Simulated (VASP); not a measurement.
Output of a VASP run:

**OSZICAR**
```
       N       E                     dE             d eps       ncg     rms          rms(c)
DAV:   1     0.517464438538E+03    0.51746E+03   -0.28208E+04   774   0.224E+03
DAV:   2     0.384160555162E+02   -0.47905E+03   -0.46651E+03   817   0.554E+02
DAV:   3    -0.349592994014E+02   -0.73375E+02   -0.69400E+02   866   0.162E+02
DAV:   4    -0.393261906442E+02   -0.43669E+01   -0.43107E+01   936   0.391E+01
DAV:   5    -0.394648412363E+02   -0.13865E+00   -0.13828E+00   919   0.612E+00    0.643E+00
DAV:   6    -0.387495842783E+02    0.71526E+00   -0.13112E+00  1038   0.147E+01    0.359E+00
DAV:   7    -0.386165032069E+02    0.13308E+00   -0.56667E-01   818   0.355E+00    0.136E+00
DAV:   8    -0.386058816527E+02    0.10622E-01   -0.73998E-02   985   0.249E+00    0.348E-01
DAV:   9    -0.386066908943E+02   -0.80924E-03   -0.10809E-02   900   0.976E-01    0.965E-02
DAV:  10    -0.386067440388E+02   -0.53144E-04   -0.17520E-03   883   0.361E-01    0.378E-02
DAV:  11    -0.386068261697E+02   -0.82131E-04   -0.24987E-04  1031   0.860E-02    0.247E-02
DAV:  12    -0.386068364072E+02   -0.10238E-04   -0.52513E-05  1027   0.566E-02    0.856E-03
DAV:  13    -0.386068390535E+02   -0.26463E-05   -0.16548E-05   818   0.362E-02    0.326E-03
DAV:  14    -0.386068391520E+02   -0.98439E-07   -0.23864E-06   977   0.999E-03    0.226E-03
DAV:  15    -0.386068389556E+02    0.19634E-06   -0.39196E-07   738   0.367E-03    0.639E-04
DAV:  16    -0.386068389680E+02   -0.12321E-07   -0.75761E-08   490   0.170E-03
   1 F= -.38606839E+02 E0= -.38606839E+02  d E =0.000000E+00
```

OUTCAR:
```
------------------------ aborting loop because EDIFF is reached ----------------------------------------
  FORCE on cell =-STRESS in cart. coord.  units (eV):
  Direction    XX          YY          ZZ          XY          YZ          ZX
  --------------------------------------------------------------------------------------
  Total        0.0226962      0.0226962      0.0226962      0.0000000     -0.0000000     -0.0000000
  in kB        0.2256069      0.2256069      0.2256069      0.0000000     -0.0000000     -0.0000000
  external PRESSURE =       0.2256069 kB  Pullay stress =       0.0000000 kB
  volume of cell :      161.18
      direct lattice vectors                 reciprocal lattice vectors
     5.442149762  0.000000000  0.000000000     0.183750915  0.000000000  0.000000000
     0.000000000  5.442149762  0.000000000     0.000000000  0.183750915  0.000000000
     0.000000000  0.000000000  5.442149762     0.000000000  0.000000000  0.183750915
 POSITION                                       TOTAL-FORCE (eV/Angst)
 -----------------------------------------------------------------------------------
      0.00000      0.00000      0.00000        -0.000000      0.000000     -0.000000
      2.72107      2.72107      0.00000        -0.000000      0.000000     -0.000000
      2.72107      0.00000      2.72107        -0.000000      0.000000     -0.000000
      1.24103      1.48005      1.48005         0.007263     -0.007263     -0.007263
      4.20112      3.96210      1.48005        -0.007263      0.007263     -0.007263
      4.20112      1.48005      3.96210        -0.007263     -0.007263      0.007263
      1.24103      3.96210      3.96210         0.007263      0.007263      0.007263
      0.00000      2.72107      2.72107        -0.000000      0.000000     -0.000000
 -----------------------------------------------------------------------------------
    total drift:                               -0.000000     -0.000000      0.000000
  FREE ENERGIE OF THE ION-ELECTRON SYSTEM (eV)
  ---------------------------------------------------
  free  energy   TOTEN  =       -38.6068389680 eV

  energy  without entropy=      -38.6068389680  energy(sigma->0) =      -38.60683897

 total charge

# of ion       s       p       d       tot
------------------------------------------
    1        0.888   0.836   9.996  11.720
    2        0.888   0.836   9.996  11.720
    3        0.888   0.836   9.996  11.720
    4        1.204   1.599   0.041   2.845
    5        1.204   1.599   0.041   2.845
    6        1.204   1.599   0.041   2.845
    7        1.204   1.599   0.041   2.845
    8        0.645   0.997   0.000   1.642
--------------------------------------------------
tot          8.125   9.902  30.153  48.181
```
(Selected blocks of OUTCAR.)

POSCAR:
```
Ga3As4B
1
    5.4421497618     0.0000000000    -0.0000000000
   -0.0000000000     5.4421497618    -0.0000000000
   -0.0000000000     0.0000000000     5.4421497618
Ga As B
3 4 1
Direct
  0.0000000000   0.0000000000   1.0000000000
  0.5000000000   0.5000000000   1.0000000000
  0.5000000000   0.0000000000   0.5000000000
  0.2280403459   0.2719596541   0.2719596541
  0.7719596541   0.7280403459   0.2719596541
  0.7719596541   0.2719596541   0.7280403459
  0.2280403459   0.7280403459   0.7280403459
  1.0000000000   0.5000000000   0.5000000000
```

**Question.** Write an INCAR and KPOINTS that could have produced this output.

**Answer.** One answer among several that fit: the input of the run itself, PBEsol GGA, plane waves, VASP's PBE PAW potentials (set 64).

INCAR:
```
LMAXMIX = 4   # l cut-off of mixed one-centre charges
LASPH = .TRUE.
NELM = 100
LREAL = .FALSE.
LEFG = .TRUE.
ISIF = 2
ALGO = Normal   # blocked Davidson
LCHARG = .TRUE.
GGA = PS
LORBIT = 11
NEDOS = 601   # DOS grid
EDIFF = 1E-7   # SCF stop (eV)
ENCUT = 520   # plane-wave cut-off (eV)
LWAVE = .FALSE.
SYSTEM = Ga3As4B
PREC = Accurate
ISMEAR = -5
```

**KPOINTS**
```
K-points
0
G
5 5 5
0 0 0
```

POTCAR, in this order: Ga_d As B (PBE.64 set). Program: vasp_std.

The structure was generated: Ga3As4B was put into an ordered model structure (P-43m), which need not be its known phase. It was relaxed first.
